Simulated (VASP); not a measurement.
Data:

```
C
1.0
    0.00000     1.78159     1.78159
    1.78159     0.00000     1.78159
    1.78159     1.78159     0.00000
C
2
Direct
  0.97895   0.02105   0.97895
  0.25000   0.25000   0.25000
```

Computed with r2SCAN meta-GGA, VASP's PBE PAW potentials (set 64) (plane waves; VASP 6.6.1). Numerical set-up: 600 eV cut-off, 12×12×12 Γ-centred mesh, Gaussian smearing of 0.050 eV, potentials C.

Give the force on each atom (eV/Å).

| atom | Fx | Fy | Fz |
|---|---|---|---|
| C1 | 0.000 | 2.867 | 0.000 |
| C2 | 0.000 | -2.867 | 0.000 |

Give the stress tensor in GPa (positive for a compressed cell).

```
 1.66   0.00  -2.52
 0.00   0.32   0.00
-2.52   0.00   1.66
```
The pressure is its mean diagonal, 1.21 GPa.

The compound is C in the diamond structure. This cell was strained or had an atom moved on purpose.
